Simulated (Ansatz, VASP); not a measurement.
# Cross-check of SbP between VASP and Ansatz

One calculation is typed for both programs; each brings its own data sets. How far apart do they land? The cell is generated by rule, not measured, and may not be a known phase. The cell is taken from a series of runs on this material, whose earlier steps may have relaxed, scaled, displaced or heated it; both programs get it as it stands.

Calculated with Ansatz 0.2.0; plane waves, with VASP 6.6.1 beside it; zone-centre phonons at PBEsol.

### 1. The starting structure

The structure is cubic, space group Fm-3m (No. 225). The conventional cell has a = 5.557 Å, b = 5.557 Å, c = 5.557 Å, α = 90.00°, β = 90.00°, γ = 90.00°. Nearest to Sb lie 6 P at 2.78 Å. P has 6 Sb at 2.78 Å nearest. Farther neighbours are not listed.

As a file:

```cif
data_structure
_symmetry_space_group_name_H-M 'P 1'
_symmetry_Int_Tables_number 1
_cell_length_a 3.9294
_cell_length_b 3.9294
_cell_length_c 3.9294
_cell_angle_alpha 60.000
_cell_angle_beta 60.000
_cell_angle_gamma 60.000
_cell_volume 42.90
loop_
_atom_site_label
_atom_site_type_symbol
_atom_site_fract_x
_atom_site_fract_y
_atom_site_fract_z
_atom_site_occupancy
Sb1 Sb 0.00000 0.00000 0.00000 1
P2 P 0.50000 0.50000 0.50000 1
```

### 2. Ansatz: zone-centre phonons, PBEsol, pair 1

Ansatz runs on norm-conserving files, of PseudoDojo where its log says so.

Second derivatives magnify differences that forces hide, and they need a tight electronic threshold.

Input file input.yaml:

```yaml
crystal:
  lattice:
    - [0.0, 2.7784949752, 2.7784949752]
    - [2.7784949752, 0.0, 2.7784949752]
    - [2.7784949752, 2.7784949752, 0.0]
  atoms:
    - { symbol: Sb, position: [0.0, 0.0, 0.0] }
    - { symbol: P, position: [0.5, 0.5, 0.5] }
kpoints:
  mp_grid: { grid: [12, 12, 12] }
hamiltonian:
  xc: pbesol
  pseudopotentials: { kind: nc }
scf:
  occupations: { method: methfessel_paxton, width: 0.15 }
output:
  eigenvalues: true
phonons:
  method: dfpt
```

Launch:

```
> ansatz run input.yaml --threads 4 --pin off --max-ram 7168MiB --backend cpu --events-out ev --progress --plain --runs-dir out
```

Numbers of over 12 decimals in the logs are rounded to 6 here.

Output:

```text
Engine: ansatz 0.2.0, aarch64-unknown-linux-gnu
Pseudopotentials: kind: nc
Pseudopotential: Sb, nc, valence charge 15, recommended cutoff 1088.45545 eV (normal), Sb.nc.azcp (PseudoDojo's, or run here from an input of PseudoDojo's: the run reads no file of this project's for it)
Pseudopotential: P, nc, valence charge 5, recommended cutoff 598.650497 eV (normal), P.nc.azcp (PseudoDojo's, or run here from an input of PseudoDojo's: the run reads no file of this project's for it)
Functional definition: PBEsol
  exchange = pbesol_x
  correlation = pbesol_c
Crystal: 2 atoms, lattice volume = 42.900 Å³
Basis set: ecut = 1088.45545 eV, 3479 PW (Γ), exchange–correlation on 90×90×90 points (8 copies of the dense FFT grid, shifted against one another)
Bands: 14, of which v1, the nominal top of the filled ones, is band 10 counted from 1 (9 counted from 0)
Symmetry: 48 space group operations
k-points: 163 of 1728 (irreducible under 8 space group operations, time reversal used)
Non-local potential: Sb, projectors of the file, l = 0: 2, l = 1: 2, l = 2: 2, l = 3: 2
Non-local potential: P, projectors of the file, l = 0: 2, l = 1: 2, l = 2: 2
Initial density: superposition of atomic densities (chi_scale 0.1, normalization cell, long waves kept (reshape's long-wave potential 0.00 eV rms))
Initial wavefunctions: pseudopotential atomic-orbital guess
Functional: x = pbesol(κ = 0.804, μ = 0.123457), c = pbesol(β = 0.046)
SCF iter   1: F=—  HF=-2658.062744 eV  |F-HF|=—  |Δ(HF+E_count)|=         —  Δρ=2.55e-2  dr2=4.55e-1  ethr=3.10e-3  ⟨swp⟩=6.3  Hψ=13988  notcnv=0
preconditioner: auto → Kerker (q_TF=auto, 2.402 Å⁻¹)  [metal: Δε(μ)=0.011 eV  Ē_g=9.716 eV  σ=0.150 eV  W_gap=0.06  n_scr=14 (ndim 8)  ℏωp=17.9 eV  f_vac=0.000  D(μ)=0.80/eV (n_scr^D=0)]
SCF iter   2: F=—  HF=-2657.973750 eV  |F-HF|=—  |Δ(HF+E_count)|=   8.90e-2  S|Δr|=    0.00e0  Δρ=1.43e-2  dr2=1.22e-1  ethr=2.28e-3  ⟨swp⟩=1.1  Hψ=3604  notcnv=0
SCF iter   3: F=—  HF=-2657.947360 eV  |F-HF|=—  |Δ(HF+E_count)|=   2.64e-2  S|Δr|=    0.00e0  Δρ=2.75e-3  dr2=2.57e-3  ethr=6.09e-4  ⟨swp⟩=2.2  Hψ=3160  notcnv=0
SCF iter   4: F=—  HF=-2657.947996 eV  |F-HF|=—  |Δ(HF+E_count)|=   6.36e-4  S|Δr|=    0.00e0  Δρ=4.54e-4  dr2=1.10e-4  ethr=1.28e-5  ⟨swp⟩=2.3  Hψ=3332  notcnv=0
SCF iter   5: F=—  HF=-2657.948019 eV  |F-HF|=—  |Δ(HF+E_count)|=   2.34e-5  S|Δr|=    0.00e0  Δρ=1.47e-4  dr2=6.02e-6  ethr=5.48e-7  ⟨swp⟩=2.3  Hψ=3549  notcnv=0
SCF iter   6: F=—  HF=-2657.948019 eV  |F-HF|=—  |Δ(HF+E_count)|=   5.41e-7  S|Δr|=    0.00e0  Δρ=2.54e-5  dr2=2.75e-7  ethr=3.01e-8  ⟨swp⟩=2.2  Hψ=3465  notcnv=0
SCF iter   7: F=—  HF=-2657.948040 eV  |F-HF|=—  |Δ(HF+E_count)|=   2.14e-5  S|Δr|=    0.00e0  Δρ=3.00e-6  dr2=2.31e-9  ethr=1.37e-9  ⟨swp⟩=2.0  Hψ=3093  notcnv=0
SCF iter   8: F=—  HF=-2657.948040 eV  |F-HF|=—  |Δ(HF+E_count)|=  4.98e-10  S|Δr|=    0.00e0  Δρ=4.16e-7  dr2=3.92e-11  ethr=1.15e-11  ⟨swp⟩=2.3  Hψ=3938  notcnv=0
SCF iter   9: F=-2657.948040 eV  HF=-2657.948040 eV  |F-HF|=9.09e-13  |Δ(HF+E_count)|=  2.82e-11  S|Δr|=    0.00e0  Δρ=7.50e-8  dr2=1.57e-12  ethr=1.00e-12  ⟨swp⟩=6.8  Hψ=11639  notcnv=0
SCF 1 converged in 9 iterations: F = -2657.948040 eV  dr2 = 1.57e-12
DFPT response loops at Γ: preconditioner auto → Kerker (q_TF=auto, 2.402 Å⁻¹) (partly filled bands, converged f_vac=0.000); β = 1.00, the filter's whole step (`scf.mixing.beta` (0.50) is not read by the response loops under this deck's `scf.mixing.preconditioner`; to damp them name `kerker` or `kerker_dos`, under which they read `scf.mixing.beta`, and type it under 1.00, their step now; both keys bind the ground state too); Broyden in place of MSR1
SCF converged after 9 iterations
Stability not checked: this state was not tested for a lower state beside it, because cold or Methfessel-Paxton smearing, or corrected tetrahedra, fill the levels in a way that the test cannot read (fill_not_monotonic; see scf.lower_state_search)
Free energy (F): -2657.948040 eV
Harris-Foulkes:  -2657.948040 eV  (|F-HF|=9.09e-13)
Internal energy: -2657.946649 eV  (E = F + TS)
E sigma→0 (E₀):  -2657.947693 eV
Entropy (-TS):   -0.001391 eV (-0.695 meV/atom)
Fermi energy:    11.087877 eV
Step filling:    the computed levels leave a gap of 0.0062 eV = 0.0 smearing widths at the electron count; against every level under it full and every level over it empty, smearing changes F+E_penalty+E_count by -1.045 meV and its σ→0 estimate by -0.697 meV
--- Per-component energies (eV) ---
  E_band       = -130.456816
  E_kinetic    = 1519.757969
  E_local      = -1141.704248  (includes V_loc(G=0)·N_el)
  E_nonlocal   = -1273.527600
  E_hartree    = 601.624134
  E_xc         = -667.237421
  E_vxc        = -438.231152  (∫ρ·V_xc dr)
  E_ewald      = -1696.859483
  E_smearing   = -0.001391  (= −TS)
  E_closure    = 0.000000  (closes the sum)
  Σ components = -2657.948040   (vs F -2657.948040, Δ=0.00e0)
--- Band table (eV; the first three rows and the last of 163) ---
  k-point 0: bands = [... 6 lower, 7.3795, 9.0451, 9.0451, 9.0451, 15.2338, 15.2338, 15.2338, 16.0238]
  k-point 1: bands = [... 6 lower, 6.6559, 9.0530, 9.0530, 9.5704, 14.6574, 14.6574, 14.8000, 16.1115]
  k-point 2: bands = [... 6 lower, 5.3744, 9.0882, 9.0882, 10.2574, 13.6267, 13.6267, 14.0505, 16.3169]
  k-point 162: bands = [... 6 lower, 1.6701, 5.1535, 5.1535, 10.9649, 11.7841, 16.1772, 16.1772, 18.5907]
--- Phonons (Γ-DFPT): 2 representative perturbations + reference, on 163 of 1728 k-points (Σ response iterations 6) ---
  k mesh reduced under 8 symmetry operations, with k and −k counted as one. Each operation leaves every solved perturbation unchanged. A smaller set is not used because it would not reduce the number of displacements times k-points to solve
  ASR residual: 1.272e-4 → 0.000e0 eV/Å²; symmetrization residual: 5.325e-6 eV/Å²
  ASR residual per site (eV/Å²): 1.27e-4 5.06e-5
  Γ frequencies (cm⁻¹): -171.90 -171.90 -171.90 0.00 0.00 0.00
  non-analytic LO–TO correction: not included (Born effective charges unavailable; polar crystals: no LO–TO splitting at Γ)
```

### 3. VASP: zone-centre phonons, PBEsol, pair 1

The same cell, functional, mesh and smearing now go to VASP, with its own data sets.

Lines of VASP's logs that name or quote its potential files are left out, and so is its time.

Input file INCAR:

```
SYSTEM = SbP
PREC = Accurate
ENCUT = 500
EDIFF = 1E-08
NELM = 120
ISMEAR = 1
SIGMA = 0.15
LREAL = .FALSE.
ALGO = Normal
GGA = PS
NBANDS = 11
LORBIT = 11
LWAVE = .FALSE.
LCHARG = .FALSE.
ISIF = 2
IBRION = 8
LASPH = .TRUE.
GGA_COMPAT = .FALSE.
KPAR = 2
```

Input file POSCAR:

```
SbP
1.0
    0.0000000000      2.7784949752      2.7784949752
    2.7784949752      0.0000000000      2.7784949752
    2.7784949752      2.7784949752      0.0000000000
Sb P
1 1
Direct
    0.0000000000      0.0000000000      0.0000000000
    0.5000000000      0.5000000000      0.5000000000
```

Input file KPOINTS:

```
Automatic mesh
0
Gamma
12 12 12
0 0 0
```

Potentials, in the order of the species: Sb and P (PBE family, release 64).

Launch:

```
> mpirun -np 2 vasp_std
```

Output:

```text
[banner, memory and clock lines left out]
running    2 mpi-ranks, on    1 nodes
 distrk:  each k-point on    1 cores,    2 groups
 distr:  one band on    1 cores,    1 groups

 POSCAR found type information on POSCAR SbP
 POSCAR found :  2 types and       2 ions
|                                                                             |
|               ----> ADVICE to this user running VASP <----                  |
|                                                                             |
|     You enforced a specific xc type in the INCAR file but a different       |
|     [... a line on the potential file left out ...]
|     I HOPE YOU KNOW WHAT YOU ARE DOING!                                     |
|                                                                             |

 LDA part: xc-table for (Slater+PW92), standard interpolation
 POSCAR, INCAR and KPOINTS ok, starting setup
 FFT: planning ... GRIDC
 FFT: planning ... GRID_SOFT
 FFT: planning ... GRID
 WAVECAR not read
 entering main loop
       N       E                     dE             d eps       ncg     rms          rms(c)
DAV:   1     0.255582051974E+02    0.25558E+02   -0.37032E+03  1584   0.693E+02
DAV:   2    -0.883497098252E+01   -0.34393E+02   -0.33048E+02  2164   0.114E+02
DAV:   3    -0.103018627136E+02   -0.14669E+01   -0.14580E+01  1936   0.245E+01
DAV:   4    -0.103140843145E+02   -0.12222E-01   -0.12217E-01  1880   0.260E+00
DAV:   5    -0.103142004270E+02   -0.11611E-03   -0.11611E-03  1948   0.261E-01    0.420E+00
DAV:   6    -0.101719148706E+02    0.14229E+00   -0.52142E-01  1752   0.272E+00    0.255E+00
DAV:   7    -0.101686265961E+02    0.32883E-02   -0.55722E-02  1902   0.118E+00    0.109E+00
DAV:   8    -0.101670885363E+02    0.15381E-02   -0.54697E-03  1740   0.365E-01    0.159E-01
DAV:   9    -0.101669430281E+02    0.14551E-03   -0.10052E-03  1792   0.155E-01    0.572E-02
DAV:  10    -0.101669503363E+02   -0.73082E-05   -0.52328E-05  1875   0.502E-02    0.212E-02
DAV:  11    -0.101669513545E+02   -0.10183E-05   -0.96502E-06  1827   0.167E-02    0.550E-03
DAV:  12    -0.101669511786E+02    0.17590E-06   -0.55714E-07  1835   0.463E-03    0.240E-03
DAV:  13    -0.101669511996E+02   -0.20980E-07   -0.48813E-08  1832   0.108E-03    0.112E-03
DAV:  14    -0.101669512467E+02   -0.47103E-07   -0.32394E-09  1026   0.425E-04    0.287E-04
DAV:  15    -0.101669512600E+02   -0.13327E-07   -0.13785E-09   960   0.189E-04    0.933E-05
DAV:  16    -0.101669512662E+02   -0.61224E-08   -0.33937E-10   924   0.104E-04
   1 F= -.10166951E+02 E0= -.10166485E+02  d E =-.139831E-02
 Linear response reoptimize wavefunctions to high precision
DAV:   1    -0.101669512679E+02   -0.17739E-08   -0.55105E-11  1038   0.419E-05
DAV:   2    -0.101669512679E+02    0.32230E-10   -0.75191E-12   903   0.188E-05
 Linear response DOF=           2
 Linear response progress:
  Degree of freedom:   1/  2
       N       E                     dE             d eps       ncg     rms          rms(c)
RMM:   1    -0.226294927182E-01   -0.22629E-01    0.81121E-03  7254   0.125E+00
RMM:   2    -0.225424184248E-01    0.87074E-04   -0.16890E-03  5778   0.260E-01    0.897E-02
RMM:   3    -0.224254299414E-01    0.11699E-03   -0.32588E-05  5792   0.387E-02    0.521E-02
RMM:   4    -0.224098941140E-01    0.15536E-04   -0.22265E-05  5579   0.281E-02    0.428E-03
RMM:   5    -0.224271214580E-01   -0.17227E-04   -0.57952E-07  5969   0.527E-03    0.854E-04
RMM:   6    -0.224302645811E-01   -0.31431E-05   -0.22062E-08  5952   0.896E-04    0.302E-04
RMM:   7    -0.224303247889E-01   -0.60208E-07   -0.11918E-09  6007   0.238E-04    0.870E-05
RMM:   8    -0.224302047812E-01    0.12001E-06    0.28525E-10  6134   0.614E-05    0.302E-05
RMM:   9    -0.224300376124E-01    0.16717E-06    0.21701E-10  6240   0.220E-05    0.453E-06
RMM:  10    -0.224300395007E-01   -0.18883E-08   -0.17270E-09  5867   0.613E-06    0.184E-06
 first order change of Fermi-energy   0.58239E-04
 force on displaced ion       1 direction 1 :   2.540   0.000   0.000
 Linear response progress:
  Degree of freedom:   2/  2
       N       E                     dE             d eps       ncg     rms          rms(c)
RMM:   1    -0.491986687843E-01   -0.49199E-01    0.17186E-02  8216   0.139E+00
RMM:   2    -0.471806972694E-01    0.20180E-02   -0.18867E-03  5604   0.266E-01    0.103E-01
RMM:   3    -0.473725773209E-01   -0.19188E-03   -0.64735E-05  5785   0.503E-02    0.561E-02
RMM:   4    -0.477408536433E-01   -0.36828E-03   -0.39496E-05  5774   0.356E-02    0.742E-03
RMM:   5    -0.477462132267E-01   -0.53596E-05   -0.16290E-06  5990   0.820E-03    0.391E-03
RMM:   6    -0.477376579967E-01    0.85552E-05   -0.11860E-08  5915   0.116E-03    0.235E-03
RMM:   7    -0.477371436291E-01    0.51437E-06   -0.39805E-09  5898   0.535E-04    0.204E-04
RMM:   8    -0.477372855917E-01   -0.14196E-06   -0.27799E-09  6177   0.935E-05    0.126E-04
RMM:   9    -0.477371118411E-01    0.17375E-06    0.45346E-09  6256   0.350E-05    0.348E-06
RMM:  10    -0.477371288132E-01   -0.16972E-07    0.17384E-08  6313   0.120E-05    0.160E-06
RMM:  11    -0.477371131537E-01    0.15659E-07    0.24809E-08  5444   0.873E-06    0.233E-07
RMM:  12    -0.477371149204E-01   -0.17666E-08    0.40421E-09  3109   0.725E-06    0.837E-08
 first order change of Fermi-energy   0.28621E-04
 force on displaced ion       2 direction 1 :   2.540   0.000   0.000
 Linear response finished
```

OUTCAR, selected parts (step 3):

```text
ion  position               nearest neighbor table
   1  0.000  0.000  0.000-   2 2.78   2 2.78   2 2.78   2 2.78   2 2.78   2 2.78
   2  0.500  0.500  0.500-   1 2.78   1 2.78   1 2.78   1 2.78   1 2.78   1 2.78

  LATTYP: Found a face centered cubic cell.
 ALAT       =     5.5569899504

 Subroutine GETGRP returns: Found 48 space group operations
 (whereof 48 operations were pure point group operations)

The static configuration has the point symmetry O_h .

 Found     72 irreducible k-points:

   k-points           NKPTS =     72   k-points in BZ     NKDIM =     72   number of bands    NBANDS=     11

   dimension x,y,z NGX =    30 NGY =   30 NGZ =   30
   dimension x,y,z NGXF=    60 NGYF=   60 NGZF=   60

   ENCUT  =  500.0 eV  36.75 Ry    6.06 a.u.   7.16  7.16  7.16*2*pi/ulx,y,z

   NELECT =      10.0000    total number of electrons

 k-points in reciprocal lattice and weights: Automatic mesh
   0.00000000  0.00000000  0.00000000       0.001
   0.08333333  0.00000000  0.00000000       0.005
   0.16666667  0.00000000  0.00000000       0.005
   0.25000000  0.00000000  0.00000000       0.005
   0.33333333  0.00000000  0.00000000       0.005
   0.41666667  0.00000000  0.00000000       0.005
   0.50000000  0.00000000  0.00000000       0.002
   0.08333333  0.08333333  0.00000000       0.003
   0.16666667  0.08333333  0.00000000       0.014
[...]
-0.33333333  0.50000000  0.16666667       0.007
  -0.25000000  0.50000000  0.25000000       0.003

 average (electrostatic) potential at core
       1 -84.5974       2 -80.4752

  Total        0.0422234      0.0422234      0.0422234      0.0000000      0.0000000      0.0000000
  in kB        1.5769028      1.5769028      1.5769028      0.0000000      0.0000000      0.0000000
  external PRESSURE =       1.5769028 kB  Pullay stress =       0.0000000 kB

  energy-cutoff  :      500.00
  volume of cell :       42.90
      direct lattice vectors                 reciprocal lattice vectors
     0.000000000  2.778494975  2.778494975    -0.179953538  0.179953538  0.179953538
     2.778494975  0.000000000  2.778494975     0.179953538 -0.179953538  0.179953538
     2.778494975  2.778494975  0.000000000     0.179953538  0.179953538 -0.179953538

 POSITION                                       TOTAL-FORCE (eV/Angst)
 -----------------------------------------------------------------------------------
      0.00000      0.00000      0.00000         0.000000     -0.000000     -0.000000
      2.77849      2.77849      2.77849        -0.000000      0.000000      0.000000
 -----------------------------------------------------------------------------------
    total drift:                               -0.000000     -0.000000      0.000000

 Eigenvectors and eigenvalues of the dynamical matrix
 ----------------------------------------------------

   1 f  =    0.000012 THz     0.000076 2PiTHz    0.000406 cm-1     0.000050 meV
             X         Y         Z           dx          dy          dz
      0.000000  0.000000  0.000000    -0.892854    0.000000    0.000000
      2.778495  2.778495  2.778495    -0.450347    0.000000    0.000000

   2 f  =    0.000012 THz     0.000076 2PiTHz    0.000406 cm-1     0.000050 meV
             X         Y         Z           dx          dy          dz
      0.000000  0.000000  0.000000     0.000000   -0.892854    0.000000
      2.778495  2.778495  2.778495     0.000000   -0.450347    0.000000

   3 f  =    0.000012 THz     0.000076 2PiTHz    0.000406 cm-1     0.000050 meV
             X         Y         Z           dx          dy          dz
      0.000000  0.000000  0.000000     0.000000    0.000000   -0.892854
      2.778495  2.778495  2.778495     0.000000    0.000000   -0.450347

   4 f/i=    5.014450 THz    31.506718 2PiTHz  167.264044 cm-1    20.738089 meV
             X         Y         Z           dx          dy          dz
      0.000000  0.000000  0.000000    -0.450347    0.000000    0.000000
      2.778495  2.778495  2.778495     0.892854    0.000000    0.000000

   5 f/i=    5.014450 THz    31.506718 2PiTHz  167.264044 cm-1    20.738089 meV
             X         Y         Z           dx          dy          dz
      0.000000  0.000000  0.000000     0.000000    0.000000   -0.450347
      2.778495  2.778495  2.778495     0.000000    0.000000    0.892854

   6 f/i=    5.014450 THz    31.506718 2PiTHz  167.264044 cm-1    20.738089 meV
             X         Y         Z           dx          dy          dz
      0.000000  0.000000  0.000000     0.000000   -0.450347    0.000000
      2.778495  2.778495  2.778495     0.000000    0.892854    0.000000

 ELASTIC MODULI CONTR FROM IONIC RELAXATION (kBar)
 Direction    XX          YY          ZZ          XY          YZ          ZX
 --------------------------------------------------------------------------------
 XX           0.0000      0.0000      0.0000      0.0000      0.0000      0.0000
 YY           0.0000      0.0000      0.0000      0.0000      0.0000      0.0000
 ZZ           0.0000      0.0000      0.0000      0.0000      0.0000      0.0000
 XY           0.0000      0.0000      0.0000      0.0000      0.0000      0.0000
 YZ           0.0000      0.0000      0.0000      0.0000      0.0000      0.0000
 ZX           0.0000      0.0000      0.0000      0.0000      0.0000      0.0000
 --------------------------------------------------------------------------------
```

### 4. Comparison

Known differences besides the potentials themselves: the data sets hold 20 valence electrons in Ansatz (on norm-conserving files, of PseudoDojo where its log says so) and 10 in VASP; the cutoff is 1088.46 eV in Ansatz and 500 eV in VASP. Total energies have different zeros and are not compared.

Compared:

| quantity | Ansatz | VASP | difference |
| --- | --- | --- | --- |
| optical mode 1 to 3 (imaginary, printed as negative) (cm⁻¹) | -171.9 | -167.3 | -4.6 |

Modes are paired by rising frequency, not by their patterns, so a pair may set unlike modes beside each other; they are those without the splitting of longitudinal modes.

[end of part 1 of 2]

[Lines on the potential files, build, host, timing and source positions are cut from VASP's logs without a mark.]

[Logs are printed without paths, hosts, clocks, repeated set-up lines and the standing remarks that a program may print on its own settings, such as how far it seeks lower states.]

[Hosts, paths, dates, database ids (printed as entryN), source tags and the programs' standing remarks are cut or masked in the printed files.]
